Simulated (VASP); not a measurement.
Energy against volume of SiC (zinc blende). Method: SCAN meta-GGA, VASP's PBE PAW potentials (set 64) (plane waves; VASP 6.6.1). Run with 520 eV cut-off, 10×10×10 Γ-centred mesh, Gaussian smearing of 0.050 eV, potentials Si C.

```tsv
V (Å³/atom)	E (eV/atom)
9.993	-10.33926
10.302	-10.34634
10.611	-10.34018
10.920	-10.32257
```

**Question.** Fit these four points and predict the energy of the run at 9.684 Å³/atom.

**Answer.** A cubic in V^(−2/3), the third-order Birch-Murnaghan form, passes through the four points with V0 = 10.31 Å³/atom and B0 = 228 GPa, and gives -10.3168 eV/atom there. The run gave -10.3169 eV/atom, -0.1 meV/atom from the fit; all five points give B0 = 228 GPa.

The compound is SiC in the zinc blende structure. It was relaxed first.
